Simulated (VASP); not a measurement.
## Tm (relaxed from the fcc structure, space group Fm-3m): computed properties

The numbers are results of PBEsol GGA, VASP's PBE PAW potentials (set 64) (plane waves; VASP 6.6.1), not measurements.

| Item | Value |
|---|---|
| space group | Fm-3m (225) |
| cell | a = 4.838 Å, b = 4.838 Å, c = 4.838 Å, α = 90.00°, β = 90.00°, γ = 90.00° |
| volume per atom | 28.31 Å³/atom |
| band gap (over mesh and band path) | none (metal, semimetal or under 0.01 eV) |
| density | 9.91 g/cm³ |

```xyz
1
Lattice="0.0000 2.4191 2.4191 2.4191 0.0000 2.4191 2.4191 2.4191 0.0000" Properties=species:S:1:pos:R:3 pbc="T T T"
Tm     0.0000     0.0000     0.0000
```

The 4f electrons are frozen in the core of the lanthanide potential, so 4f levels, which can set the real gap, and their magnetism are missing.

The structure was generated: Tm was put into the fcc type (Fm-3m), which need not be its known phase. It was relaxed first, which changed the volume by -6 %. Symmetry was kept, so distortions that lower it aren't found.
